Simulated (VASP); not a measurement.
Computed with PBEsol GGA, VASP's PBE PAW potentials (set 64) (plane waves; VASP).

Input for VASP

**INCAR**
```
# general
SYSTEM  =  Si
PREC    =  Accurate
ENCUT   =  520
LREAL   =  F
LASPH   =  T

# electronic loop
EDIFF   =  1E-7
NELM    =  100
ALGO    =  Normal

# smearing
ISMEAR  =  0
SIGMA   =  0.05

# functional
GGA     =  PS

# ions
ISIF    =  2

# output
LWAVE   =  F
LCHARG  =  F
```

### POSCAR
```
Si
1
    0.0000000000     2.6904188939     2.6904188939
    2.6904188939     0.0000000000     2.6904188939
    2.6904188939     2.6904188939     0.0000000000
Si
2
Direct
  0.0000000000   0.0000000000   0.0000000000
  0.2500000000   0.2500000000   0.2500000000
```

### KPOINTS
```
Automatic mesh
0
Gamma
8 8 8
0 0 0
```

POTCAR, in this order: Si (PBE.64 set). Program: vasp_std.

The run wrote:

**OSZICAR**
```
       N       E                     dE             d eps       ncg     rms          rms(c)
DAV:   1     0.604899325882E+01    0.60490E+01   -0.34096E+03   464   0.778E+02
DAV:   2    -0.115058029966E+02   -0.17555E+02   -0.16485E+02   720   0.821E+01
DAV:   3    -0.117185116802E+02   -0.21271E+00   -0.21271E+00   592   0.113E+01
DAV:   4    -0.117195957930E+02   -0.10841E-02   -0.10841E-02   720   0.876E-01
DAV:   5    -0.117195963375E+02   -0.54454E-06   -0.54456E-06   608   0.197E-02    0.515E+00
DAV:   6    -0.115521177533E+02    0.16748E+00   -0.10926E-01   568   0.168E+00    0.310E+00
DAV:   7    -0.114774149999E+02    0.74703E-01   -0.18741E-01   568   0.229E+00    0.215E-01
DAV:   8    -0.114778257608E+02   -0.41076E-03   -0.46709E-03   480   0.527E-01    0.729E-02
DAV:   9    -0.114778781806E+02   -0.52420E-04   -0.93545E-05   752   0.821E-02    0.549E-02
DAV:  10    -0.114778880988E+02   -0.99183E-05   -0.11968E-05   496   0.251E-02    0.132E-02
DAV:  11    -0.114778877671E+02    0.33171E-06   -0.25569E-07   760   0.359E-03    0.192E-03
DAV:  12    -0.114778877425E+02    0.24644E-07   -0.11326E-07   480   0.274E-03
   1 F= -.11477888E+02 E0= -.11477888E+02  d E =-.136923E-11
```

File OUTCAR:
```
------------------------ aborting loop because EDIFF is reached ----------------------------------------
  FORCE on cell =-STRESS in cart. coord.  units (eV):
  Direction    XX          YY          ZZ          XY          YZ          ZX
  --------------------------------------------------------------------------------------
  Total        0.7426065      0.7426065      0.7426065     -0.0000000      0.0000000     -0.0000000
  in kB       30.5477772     30.5477772     30.5477772     -0.0000000      0.0000000     -0.0000000
  external PRESSURE =      30.5477772 kB  Pullay stress =       0.0000000 kB
  volume of cell :       38.95
      direct lattice vectors                 reciprocal lattice vectors
     0.000000000  2.690418894  2.690418894    -0.185844666  0.185844666  0.185844666
     2.690418894  0.000000000  2.690418894     0.185844666 -0.185844666  0.185844666
     2.690418894  2.690418894  0.000000000     0.185844666  0.185844666 -0.185844666
 POSITION                                       TOTAL-FORCE (eV/Angst)
 -----------------------------------------------------------------------------------
      0.00000      0.00000      0.00000        -0.000000     -0.000000     -0.000000
      1.34521      1.34521      1.34521         0.000000      0.000000      0.000000
 -----------------------------------------------------------------------------------
    total drift:                                0.000000      0.000000     -0.000000
  FREE ENERGIE OF THE ION-ELECTRON SYSTEM (eV)
  ---------------------------------------------------
  free  energy   TOTEN  =       -11.4778877425 eV

  energy  without entropy=      -11.4778877425  energy(sigma->0) =      -11.47788774
```
(Selected blocks of OUTCAR.)

**OUTCAR**
```
 val. band max:        6.0756801737   @ k =   0.0000   0.0000   0.0000

 cond. band min:       6.5321149893   @ k =   0.3750   0.3750   0.0000


 Fermi energy:         6.2914944246

 k-point     1 :       0.0000    0.0000    0.0000
  band No.  band energies     occupation
      1      -6.1085      2.00000
      2       6.0757      2.00000
      3       6.0757      2.00000
      4       6.0757      2.00000
      5       8.6027      0.00000
      6       8.6027      0.00000
      7       8.6027      0.00000
      8       9.7187      0.00000

 k-point     2 :       0.1250    0.0000    0.0000
  band No.  band energies     occupation
      1      -5.8987      2.00000
      2       4.4517      2.00000
      3       5.7748      2.00000
      4       5.7748      2.00000
      5       8.5955      0.00000
      6       9.0425      0.00000
      7       9.0425      0.00000
      8      10.9993      0.00000

 k-point     3 :       0.2500    0.0000    0.0000
  band No.  band energies     occupation
      1      -5.2854      2.00000
      2       2.0695      2.00000
      3       5.2922      2.00000
      4       5.2922      2.00000
      5       8.1305      0.00000
      6       9.5543      0.00000
      7       9.5543      0.00000
      8      13.1494      0.00000

 k-point     4 :       0.3750    0.0000    0.0000
  band No.  band energies     occupation
      1      -4.3596      2.00000
      2      -0.0081      2.00000
      3       4.9605      2.00000
      4       4.9605      2.00000
      5       7.7666      0.00000
      6       9.4601      0.00000
      7       9.4601      0.00000
      8      13.8162      0.00000

 k-point     5 :       0.5000    0.0000    0.0000
  band No.  band energies     occupation
      1      -3.6872      2.00000
      2      -1.0737      2.00000
      3       4.8477      2.00000
      4       4.8477      2.00000
      5       7.6388      0.00000
      6       9.3336      0.00000
      7       9.3336      0.00000
...
```

The compound is Si in the diamond structure. This cell is one point of a volume scan, at 0.97 of the reference volume.
